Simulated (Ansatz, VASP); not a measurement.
# Sb (antimonene 3 layers, AA') in two plane-wave programs

Wanted: the spread between two codes on one cell, functional and k mesh. The cell is taken from a series of runs on this material, whose earlier steps may have relaxed, scaled, displaced or heated it; both programs get it as it stands.

Calculated with Ansatz 0.2.0; plane waves, with VASP 6.6.1 beside it; single point at PBE with D3(BJ).

**1. Set-up**

The cell holds 6 atoms: 6 Sb. Cell: a = 4.066 Å, b = 4.066 Å, c = 31.010 Å, α = 90.0°, β = 90.0°, γ = 120.0°. Vacuum lies along c.

**2. Ansatz: single point, PBE with D3(BJ)**

Ansatz runs on its default PAW (the set named soft_2) files.

With cell and atoms fixed, the geometry can't cause a difference; cores, projectors, grids and the points listed under the comparison can.

Input file input.yaml:

```yaml
crystal:
  lattice:
    - [4.0659583583, 0.0, 0.0]
    - [-2.0329791791, 3.521223229, 0.0]
    - [0.0, 0.0, 31.0098305124]
  atoms:
    - { symbol: Sb, position: [0.6666666667, 0.3333333333, 0.2902305447] }
    - { symbol: Sb, position: [0.3333333333, 0.6666666667, 0.3435211818] }
    - { symbol: Sb, position: [0.3333333333, 0.6666666667, 0.4733393311] }
    - { symbol: Sb, position: [0.6666666667, 0.3333333333, 0.5266606689] }
    - { symbol: Sb, position: [0.6666666667, 0.3333333333, 0.6564788182] }
    - { symbol: Sb, position: [0.3333333333, 0.6666666667, 0.7097694553] }
kpoints:
  mp_grid: { grid: [12, 12, 1] }
  band_path:
    path: [[0, 0, 0], [0.5, 0, 0], [0.33333333, 0.33333333, 0], [0, 0, 0]]
    npoints: 16
hamiltonian:
  xc: pbe
  dispersion: d3bj
scf:
  occupations: { method: fermi_dirac, width: 0.02585 }
  convergence: { dr2_threshold: 1.0e-10 }
efield:
  axis: 3
  dipole_correction: true
  ramp_position: 0.97
  ramp_width: 0.06
  amplitude: 0
output:
  dos: { projected: true, e_range: [-6, 5] }
  write_potential: true
  write_density: true
  volumetric_format: npy
  elf: true
```

On the command line:

```
$ ansatz run input.yaml --threads 4 --pin off --max-ram 8192MiB --backend cpu --events-out ev --progress --plain --runs-dir out
```

Numbers of over 12 decimals in the logs are rounded to 6 here.

Log:

```text
Engine: ansatz 0.2.0, x86_64-unknown-linux-gnu
Pseudopotentials: kind: paw
Pseudopotential: Sb, paw, valence charge 15, recommended cutoff 420 eV (normal), Sb.paw.azcp
Functional definition: PBE
  parameter kappa = 0.804
  parameter beta = 0.066725
  exchange = pbe_x(kappa = kappa, mu = beta*pi^2/3)
  correlation = pbe_c(beta = beta)
Crystal: 6 atoms, lattice volume = 443.972 Å³
Basis set: ecut = 420 eV, 8647 PW (Γ)
Bands: 54, of which v1, the nominal top of the filled ones, is band 45 counted from 1 (44 counted from 0)
Symmetry: 6 space group operations
k-points: 19 of 144 (time reversal used)
Non-local potential: Sb, projectors of the file, l = 0: 2, l = 1: 2, l = 2: 2, l = 3: 2
PAW form: soft (Blöchl's): semilocal exchange-correlation on the pseudo side does not see the compensation charge
PAW one-centre angular grid: Sb, 590 points (default); XC on 64 Gauss nodes
Initial density: superposition of atomic densities (neutral atoms: chi_scale 0, normalization atom), corrected by the library's trained network
Initial wavefunctions: pseudopotential atomic-orbital guess
Functional: x = pbe(κ = 0.804, μ = 0.219515), c = pbe(β = 0.066725)
SCF iter   1: F=—  HF=-38908.202609 eV  |F-HF|=—  |Δ(HF+E_count)|=         —  Δρ=9.97e-4  dr2=8.81e-3  ethr=1.77e-3  p=0.000 e·Å  D=1.40e-13 V/Å  ΔV_dip=-0.00 eV  dr2_dipole=7.78e-8  V_vac-E_F(+/−)=4.42/4.42 eV  ⟨swp⟩=9.6  Hψ=4573  notcnv=0  defer=1
efield: sawtooth ramp at fractional position 0.9700 (set: `efield.ramp_position`, or a place that a band, a saddle search or an elastic batch's reference lends), width 0.0600; the density the first Hamiltonian is built on has a dipole p = 0.000 e·Å; the dipole correction subtracts the counter field D = 1.40e-13 V/Å, which shifts the + side's vacuum level by -0.00 eV against the − side's; the planar-averaged density in the ramp window peaks in size at 6.7e-6 e/Å³
preconditioner: auto → Resta (q_TF=auto, 2.091 Å⁻¹)  ε∞=2.7  [insulator: Δε(μ)=0.695 eV  Ē_g=7.327 eV  σ=0.026 eV  W_gap=1.00  n_scr=86 (ndim 8)  ℏωp=9.7 eV  f_vac=0.492  D(μ)=0.00/eV (n_scr^D=0)  ε∞_Penn≈2.7  vacuum switching on, ρ_ref=3.9e-3 e/Å³]
SCF iter   2: F=—  HF=-38908.202801 eV  |F-HF|=—  |Δ(HF+E_count)|=   1.93e-4  Δρ=6.50e-4  dr2=7.74e-3  ethr=9.79e-6  p=-0.000 e·Å  D=-4.74e-5 V/Å  ΔV_dip=0.00 eV  dr2_dipole=3.43e-7  V_vac-E_F(+/−)=4.29/4.29 eV  ⟨swp⟩=2.7  Hψ=2274  notcnv=0  defer=50
SCF iter   3: F=—  HF=-38908.202746 eV  |F-HF|=—  |Δ(HF+E_count)|=   5.52e-5  Δρ=4.38e-4  dr2=1.40e-3  ethr=8.60e-6  p=0.000 e·Å  D=1.35e-5 V/Å  ΔV_dip=-0.00 eV  dr2_dipole=3.58e-8  V_vac-E_F(+/−)=4.32/4.32 eV  ⟨swp⟩=2.1  Hψ=1210  notcnv=0  defer=50
SCF iter   4: F=—  HF=-38908.203598 eV  |F-HF|=—  |Δ(HF+E_count)|=   8.52e-4  Δρ=2.32e-4  dr2=2.57e-4  ethr=1.55e-6  p=-0.000 e·Å  D=-2.51e-5 V/Å  ΔV_dip=0.00 eV  dr2_dipole=1.18e-7  V_vac-E_F(+/−)=4.28/4.28 eV  ⟨swp⟩=3.0  Hψ=1831  notcnv=0  defer=50
SCF iter   5: F=—  HF=-38908.203890 eV  |F-HF|=—  |Δ(HF+E_count)|=   2.92e-4  Δρ=1.26e-4  dr2=6.65e-5  ethr=2.86e-7  p=0.000 e·Å  D=2.21e-5 V/Å  ΔV_dip=-0.00 eV  dr2_dipole=7.70e-8  V_vac-E_F(+/−)=4.26/4.26 eV  ⟨swp⟩=2.0  Hψ=1269  notcnv=0  defer=50
SCF iter   6: F=—  HF=-38908.203875 eV  |F-HF|=—  |Δ(HF+E_count)|=   1.48e-5  Δρ=2.28e-5  dr2=1.00e-5  ethr=7.39e-8  p=-0.000 e·Å  D=-1.58e-4 V/Å  ΔV_dip=0.00 eV  dr2_dipole=4.41e-6  V_vac-E_F(+/−)=4.26/4.26 eV  ⟨swp⟩=2.0  Hψ=1831  notcnv=0  defer=50
SCF iter   7: F=—  HF=-38908.203880 eV  |F-HF|=—  |Δ(HF+E_count)|=   5.01e-6  Δρ=2.86e-5  dr2=1.13e-5  ethr=1.11e-8  p=0.000 e·Å  D=1.65e-4 V/Å  ΔV_dip=-0.01 eV  dr2_dipole=4.77e-6  V_vac-E_F(+/−)=4.26/4.26 eV  ⟨swp⟩=2.2  Hψ=1259  notcnv=0  defer=50
SCF iter   8: F=—  HF=-38908.203876 eV  |F-HF|=—  |Δ(HF+E_count)|=   3.38e-6  Δρ=1.61e-5  dr2=2.25e-6  ethr=1.11e-8  p=0.000 e·Å  D=6.15e-5 V/Å  ΔV_dip=-0.00 eV  dr2_dipole=6.53e-7  V_vac-E_F(+/−)=4.26/4.26 eV  ⟨swp⟩=2.0  Hψ=1097  notcnv=0  defer=50
SCF iter   9: F=—  HF=-38908.203961 eV  |F-HF|=—  |Δ(HF+E_count)|=   8.43e-5  Δρ=8.50e-6  dr2=3.42e-7  ethr=2.50e-9  p=0.000 e·Å  D=1.36e-5 V/Å  ΔV_dip=-0.00 eV  dr2_dipole=3.20e-8  V_vac-E_F(+/−)=4.26/4.26 eV  ⟨swp⟩=2.0  Hψ=1166  notcnv=0  defer=50
SCF iter  10: F=—  HF=-38908.203961 eV  |F-HF|=—  |Δ(HF+E_count)|=   1.28e-7  Δρ=8.52e-7  dr2=3.63e-9  ethr=3.81e-10  p=0.000 e·Å  D=1.48e-6 V/Å  ΔV_dip=-0.00 eV  dr2_dipole=1.79e-10  V_vac-E_F(+/−)=4.26/4.26 eV  ⟨swp⟩=2.0  Hψ=1831  notcnv=0  defer=50
SCF iter  11: F=—  HF=-38908.203961 eV  |F-HF|=—  |Δ(HF+E_count)|=  1.46e-10  Δρ=3.01e-7  dr2=3.80e-9  ethr=4.03e-12  p=0.000 e·Å  D=1.33e-6 V/Å  ΔV_dip=-0.00 eV  dr2_dipole=2.27e-10  V_vac-E_F(+/−)=4.26/4.26 eV  ⟨swp⟩=2.4  Hψ=1828  notcnv=0  defer=50
SCF iter  12: F=—  HF=-38908.203961 eV  |F-HF|=—  |Δ(HF+E_count)|=  3.78e-10  Δρ=9.99e-8  dr2=1.80e-10  ethr=4.03e-12  p=0.000 e·Å  D=1.84e-7 V/Å  ΔV_dip=-0.00 eV  dr2_dipole=1.87e-12  V_vac-E_F(+/−)=4.26/4.26 eV  ⟨swp⟩=2.0  Hψ=1101  notcnv=0  defer=50
SCF iter  13: F=-38908.203961 eV  HF=-38908.203961 eV  |F-HF|=7.28e-11  |Δ(HF+E_count)|=  7.28e-11  Δρ=5.00e-8  dr2=7.35e-11  ethr=1.00e-12  p=0.000 e·Å  D=1.36e-8 V/Å  ΔV_dip=-0.00 eV  dr2_dipole=4.09e-15  V_vac-E_F(+/−)=4.26/4.26 eV  ⟨swp⟩=8.8  Hψ=2839  notcnv=0
SCF 1 converged in 13 iterations: F = -38908.203961 eV  dr2 = 7.35e-11
  greatest PAW one-centre occupation: 0.996 electrons in one spin orbital (limit 2), on the Sb atom at site 2 (counted from 0), in its partial waves of l = 2
NSCF: frozen V_eff on 49 k-points
efield: sawtooth ramp at fractional position 0.9700 (kept from the solve that this one continues, or follows in the run), width 0.0600; the density the first Hamiltonian is built on has a dipole p = 0.000 e·Å; the dipole correction subtracts the counter field D = 1.36e-8 V/Å, which shifts the + side's vacuum level by -0.00 eV against the − side's; the planar-averaged density in the ramp window peaks in size at 3.0e-8 e/Å³
WARN: The output density's exchange-correlation potential varies sharply where the density is thin. Do not read a vacuum level from v_tot or v_xc, or from such a field of the output density. On a cell that repeats whose density bears no net charge and no dipole along the vacuum's axis use v_es (v_loc + v_h of the components); under efield.dipole_correction with no amplitude use v_es + v_field, which holds any externa [...]
SCF converged after 13 iterations
Free energy (F): -38908.203961 eV
Harris-Foulkes:  -38908.203961 eV  (|F-HF|=7.28e-11)
Internal energy: -38908.203960 eV  (E = F + TS)
E sigma→0 (E₀):  -38908.203961 eV
Entropy (-TS):   -0.000000 eV (-0.000 meV/atom)
Fermi energy:    1.545216 eV
Dipole field:    D = 0.000000 V/Å  (p = 0.000000 e·Å, saw-weighted, corrected)
Work function:   Φ+ = 4.2620 eV   Φ− = 4.2620 eV
Levels:          The Fermi level and band energies are counted from a zero that moves with the ramp; work functions are not
--- Per-component energies (eV) ---
  E_band       = -1752.065439
  E_kinetic    = 1239.757012
  E_local      = -70949.199119  (includes V_loc(G=0)·N_el)
  E_nonlocal   = 2172.786454
  E_hartree    = 34662.079176
  E_xc         = -828.372901
  E_vxc        = -573.992912  (∫ρ·V_xc dr)
  E_paw        = -27451.442474  (= ΣΔE_a)
  E_vpaw       = -2965.576604  (= ΣTr[D̂ρ^β])
  E_aug_tail   = -0.000009  (compensation charges beyond the density's cutoff)
  E_efield     = 0.000000  (sawtooth field / dipole correction)
  E_vefield    = 0.000000  (∫n·V_field dr)
  E_ewald      = 22247.997788
  E_disp       = -1.809888  (pairwise vdW)
  E_smearing   = -0.000000  (= −TS)
  E_closure    = -0.000000  (closes the sum)
  Σ components = -38908.203961   (vs F -38908.203961, Δ=0.00e0)
--- Band table (eV; the first three rows and the last of 19) ---
  k-point 0: bands = [... 41 lower, 1.0960, 1.1010, 1.1286, 1.1286, 2.5815, 2.9343, 3.1536, 3.7848, ... 5 higher]
  k-point 1: bands = [... 41 lower, 0.8744, 0.9171, 0.9497, 1.1675, 3.0812, 3.3215, 3.4846, 3.6753, ... 5 higher]
  k-point 2: bands = [... 41 lower, 0.4797, 0.5222, 0.5547, 1.1629, 2.6670, 2.8600, 3.0586, 4.2235, ... 5 higher]
  k-point 18: bands = [... 41 lower, -0.8769, -0.8769, -0.5217, -0.5217, 2.0519, 2.3714, 2.6968, 3.9526, ... 5 higher]
```

The column dr2 measures how far the density is from self-consistency, as an energy; F and HF (Harris–Foulkes) agree once it is small.

**3. VASP: single point, PBE with D3(BJ)**

The same cell, functional, mesh and smearing now go to VASP, with its own data sets.

Lines of VASP's logs that name or quote its potential files are left out, and so is its time.

Input file INCAR:

```
SYSTEM = Sb
PREC = Accurate
ENCUT = 400
EDIFF = 1E-06
NELM = 120
ISMEAR = -1
SIGMA = 0.02585
LREAL = .FALSE.
ALGO = Normal
GGA = PE
IVDW = 12
NBANDS = 21
LORBIT = 11
LWAVE = .FALSE.
LCHARG = .FALSE.
ISIF = 2
LDIPOL = .TRUE.
IDIPOL = 3
DIPOL = 0.5 0.5 0.5
LVHAR = .TRUE.
LASPH = .TRUE.
GGA_COMPAT = .FALSE.
EFERMI = MIDGAP
NELMDL = -8
KPAR = 2
```

Input file POSCAR:

```
Sb
1.0
    4.0659583583      0.0000000000      0.0000000000
   -2.0329791791      3.5212232290      0.0000000000
    0.0000000000      0.0000000000     31.0098305124
Sb
6
Direct
    0.6666666666      0.3333333332      0.2902305447
    0.3333333332      0.6666666666      0.3435211818
    0.3333333332      0.6666666666      0.4733393311
    0.6666666666      0.3333333332      0.5266606689
    0.6666666666      0.3333333332      0.6564788182
    0.3333333332      0.6666666666      0.7097694553
```

Input file KPOINTS:

```
Automatic mesh
0
Gamma
12 12 1
0 0 0
```

The projector-augmented-wave data sets are Sb (PBE family, release 64).

On the command line:

```
$ mpirun -np 2 vasp_std
```

Log:

```text
[banner, memory and clock lines left out]
running    2 mpi-ranks, on    1 nodes
 distrk:  each k-point on    1 cores,    2 groups
 distr:  one band on    1 cores,    1 groups

 POSCAR found type information on POSCAR Sb
 POSCAR found :  1 types and       6 ions
 LDA part: xc-table for (Slater+PW92), standard interpolation
 POSCAR, INCAR and KPOINTS ok, starting setup
 FFT: planning ... GRIDC
 FFT: planning ... GRID_SOFT
 FFT: planning ... GRID
 WAVECAR not read
 entering main loop
       N       E                     dE             d eps       ncg     rms          rms(c)
DAV:   1     0.152901568268E+03    0.15290E+03   -0.76980E+03   798   0.817E+02
DAV:   2    -0.877017486490E+01   -0.16167E+03   -0.15703E+03  1138   0.155E+02
DAV:   3    -0.238494485143E+02   -0.15079E+02   -0.14881E+02   928   0.524E+01
DAV:   4    -0.243617963640E+02   -0.51235E+00   -0.51078E+00  1178   0.112E+01
DAV:   5    -0.243770417145E+02   -0.15245E-01   -0.15243E-01  1241   0.207E+00
DAV:   6    -0.243771974688E+02   -0.15575E-03   -0.15574E-03  1231   0.193E-01
DAV:   7    -0.243772040828E+02   -0.66140E-05   -0.66141E-05  1206   0.363E-02
DAV:   8    -0.243772042669E+02   -0.18410E-06   -0.18401E-06  1082   0.463E-03    0.522E+00
DAV:   9    -0.242939365924E+02    0.83268E-01   -0.45314E-02   911   0.953E-01    0.323E+00
DAV:  10    -0.242444686846E+02    0.49468E-01   -0.11636E-01   909   0.155E+00    0.170E-01
DAV:  11    -0.242465855531E+02   -0.21169E-02   -0.66361E-03   986   0.394E-01    0.749E-02
DAV:  12    -0.242468792326E+02   -0.29368E-03   -0.82547E-04  1022   0.149E-01    0.334E-02
DAV:  13    -0.242469440422E+02   -0.64810E-04   -0.14293E-04  1003   0.550E-02    0.161E-02
DAV:  14    -0.242469847593E+02   -0.40717E-04   -0.36921E-05   973   0.270E-02    0.870E-03
DAV:  15    -0.242470776649E+02   -0.92906E-04   -0.49523E-05   928   0.304E-02    0.560E-03
DAV:  16    -0.242471155333E+02   -0.37868E-04   -0.58662E-06  1091   0.102E-02    0.428E-03
DAV:  17    -0.242471696909E+02   -0.54158E-04   -0.10878E-05   944   0.113E-02    0.145E-03
DAV:  18    -0.242471849465E+02   -0.15256E-04   -0.20465E-06   852   0.515E-03    0.161E-03
DAV:  19    -0.242471924373E+02   -0.74908E-05   -0.57100E-07   758   0.282E-03    0.764E-04
DAV:  20    -0.242471942039E+02   -0.17666E-05   -0.65359E-08   630   0.116E-03    0.340E-04
DAV:  21    -0.242471984316E+02   -0.42278E-05   -0.95658E-08   626   0.879E-04    0.338E-04
DAV:  22    -0.242471997062E+02   -0.12746E-05   -0.14212E-07   646   0.728E-04    0.387E-04
DAV:  23    -0.242472016564E+02   -0.19502E-05   -0.71579E-08   555   0.630E-04    0.172E-04
DAV:  24    -0.242472017951E+02   -0.13871E-06   -0.89454E-09   479   0.268E-04
   1 F= -.26056777E+02 E0= -.26056777E+02  d E =-.241343E-06
```

From OUTCAR (step 3):

```text
ion  position               nearest neighbor table
   1  0.667  0.333  0.290-   2 2.87   2 2.87   2 2.87
   2  0.333  0.667  0.344-   1 2.87   1 2.87   1 2.87
   3  0.333  0.667  0.473-   4 2.87   4 2.87   4 2.87
   4  0.667  0.333  0.527-   3 2.87   3 2.87   3 2.87
   5  0.667  0.333  0.656-   6 2.87   6 2.87   6 2.87
   6  0.333  0.667  0.710-   5 2.87   5 2.87   5 2.87

  LATTYP: Found a hexagonal cell.
 ALAT       =     4.0659583583
 C/A-ratio  =     7.6266965325

 Subroutine GETGRP returns: Found 12 space group operations
 (whereof 12 operations were pure point group operations)

The static configuration has the point symmetry D_3d.

 Found     19 irreducible k-points:

   k-points           NKPTS =     19   k-points in BZ     NKDIM =     19   number of bands    NBANDS=     21

   dimension x,y,z NGX =    28 NGY =   28 NGZ =  210
   dimension x,y,z NGXF=    56 NGYF=   56 NGZF=  420

   ENCUT  =  400.0 eV  29.40 Ry    5.42 a.u.   6.63  6.63 50.57*2*pi/ulx,y,z

   NELECT =      30.0000    total number of electrons

 k-points in reciprocal lattice and weights: Automatic mesh
   0.00000000  0.00000000  0.00000000       0.007
   0.08333333 -0.00000000  0.00000000       0.042
   0.16666667 -0.00000000  0.00000000       0.042
   0.25000000 -0.00000000  0.00000000       0.042
   0.33333333 -0.00000000  0.00000000       0.042
   0.41666667 -0.00000000  0.00000000       0.042
   0.50000000 -0.00000000  0.00000000       0.021
   0.08333333  0.08333333  0.00000000       0.042
   0.16666667  0.08333333  0.00000000       0.083
[...]
0.33333333  0.25000000  0.00000000       0.083
   0.33333333  0.33333333  0.00000000       0.014

 dipolmoment           0.000000      0.000000      0.000000 electrons x Angstroem

 average (electrostatic) potential at core
       1 -92.4232       2 -92.4285       3 -92.4310       4 -92.4310       5 -92.4285
       6 -92.4232

 E-fermi :   0.4004

 k-point     1 :       0.0000    0.0000    0.0000
  band No.  band energies     occupation
    ...
     11      -0.0766      2.00000
     12      -0.0766      2.00000
     13      -0.0445      2.00000
     14      -0.0445      2.00000
     15      -0.0297      2.00000
     16       1.3854      0.00000
     17       1.7353      0.00000
     18       1.9468      0.00000
     19       2.6265      0.00000
     20       2.6265      0.00000
    ...

 k-point     2 :       0.0833   -0.0000    0.0000
  band No.  band energies     occupation
    ...
     11      -0.6338      2.00000
     12      -0.2981      2.00000
     13      -0.2560      2.00000
     14      -0.2239      2.00000
     15       0.0382      2.00000
     16       1.8992      0.00000
     17       2.1403      0.00000
     18       2.3024      0.00000
     19       2.5139      0.00000
     20       2.6868      0.00000
    ...

 k-point     3 :       0.1667   -0.0000    0.0000
  band No.  band energies     occupation
    ...
     11      -0.7106      2.00000
     12      -0.6938      2.00000
     13      -0.6518      2.00000
     14      -0.6198      2.00000
     15       0.0375      2.00000
     16       1.5042      0.00000
     17       1.6946      0.00000
     18       1.8885      0.00000
     19       3.0649      0.00000
     20       3.0731      0.00000
    ...

 Edisp (eV)   -1.80958

  Total       0.10496     0.10496     0.39218     0.00000     0.00000     0.00000
  in kB       0.37876     0.37876     1.41526     0.00000     0.00000     0.00000
  external pressure =        0.72 kB  Pullay stress =        0.00 kB

  energy-cutoff  :      400.00
  volume of cell :      443.97
      direct lattice vectors                 reciprocal lattice vectors
     4.065958358  0.000000000  0.000000000     0.245944477  0.141996110  0.000000000
    -2.032979179  3.521223229  0.000000000     0.000000000  0.283992219  0.000000000
     0.000000000  0.000000000 31.009830512     0.000000000  0.000000000  0.032247838

 POSITION                                       TOTAL-FORCE (eV/Angst)
 -----------------------------------------------------------------------------------
      2.03298      1.17374      9.00000         0.000000     -0.000000     -0.085722
     -0.00000      2.34748     10.65253         0.000000      0.000000      0.086585
     -0.00000      2.34748     14.67817        -0.000000     -0.000000     -0.085552
      2.03298      1.17374     16.33166         0.000000     -0.000000      0.085552
      2.03298      1.17374     20.35730        -0.000000     -0.000000     -0.086585
     -0.00000      2.34748     22.00983        -0.000000      0.000000      0.085722
 -----------------------------------------------------------------------------------
    total drift:                                0.000000      0.000000      0.000000

  FREE ENERGIE OF THE ION-ELECTRON SYSTEM (eV)
  ---------------------------------------------------
  free  energy   TOTEN  =       -26.0567772283 eV

  energy  without entropy=      -26.0567769870  energy(sigma->0) =      -26.05677711

 vacuum level on the upper side and lower side of the slab         4.673         4.673

 total charge
# of ion       s       p       d       tot
------------------------------------------
    1        1.211   1.170   0.028   2.409
    2        1.215   1.169   0.028   2.412
    3        1.215   1.169   0.028   2.412
    4        1.215   1.169   0.028   2.412
    5        1.215   1.169   0.028   2.412
    6        1.211   1.170   0.028   2.409
--------------------------------------------------
tot          7.282   7.015   0.168  14.466

[... 3 further parts left out ...]
```

**4. Side by side**

Known differences besides the potentials themselves: the data sets hold 90 valence electrons in Ansatz (on its default PAW (the set named soft_2) files) and 30 in VASP; the cutoff is 420 eV in Ansatz and 400 eV in VASP. Total energies have different zeros and are not compared.

The two programs side by side:

```csv
quantity,Ansatz,VASP,difference
gap on the k mesh (eV),0.697,0.662,+0.035
```

A gap on the mesh is an upper bound, since the band edges may lie between its points. With vacuum in the cell, a pressure given here is an average over mostly empty space and none of the material.

**5. Results**

| Quantity | Value |
| --- | --- |
| difference in gap on the k mesh (single point, PBE with D3(BJ)) | 0.035 eV |

**Reading.** The difference in gap on the k mesh is 0.035 eV (single point, PBE with D3(BJ)), within the 0.08 eV picked in this series as the mark of a large difference. The data sets hold unlike numbers of valence electrons (90 in Ansatz and 30 in VASP), so part of the differences comes from the potentials. How closely two codes agree says nothing of how well the functional describes the real material.

[Lines on the potential files, build, host, timing and source positions are cut from VASP's logs without a mark.]

[Logs are printed without paths, hosts, clocks, repeated set-up lines and the standing remarks that a program may print on its own settings, such as how far it seeks lower states.]

[Hosts, paths, dates, database ids (printed as entryN), source tags and the programs' standing remarks are cut or masked in the printed files.]
